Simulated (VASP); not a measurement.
```
CELL_PARAMETERS angstrom
      4.18000     2.09000     2.09000
      2.09000     4.18000     2.09000
      2.09000     2.09000     4.18000
ATOMIC_POSITIONS crystal
  Ni 0.00000 0.00000 0.00000
  Ni 0.50000 0.50000 0.50000
  O  0.25000 0.25000 0.25000
  O  0.75000 0.75000 0.75000
```
Starting moments (μB, in the order of the record's atoms Ni Ni O O): 2.0 -2.0 0.0 0.0.

The numbers are results of PBE GGA, VASP's PBE PAW potentials (set 64) (plane waves; VASP), not measurements. Run with 520 eV cut-off, 7×7×7 Γ-centred mesh, Gaussian smearing of 0.050 eV, potentials Ni O.

**Question.** Give the stress tensor in GPa (positive for a compressed cell).

**Answer.** 
```
 1.60  -0.25  -0.25
-0.25   1.60  -0.25
-0.25  -0.25   1.60
```
The pressure is its mean diagonal, 1.60 GPa.

The compound is NiO in the rock salt, AFM-II order structure. The cell was not relaxed at this level.
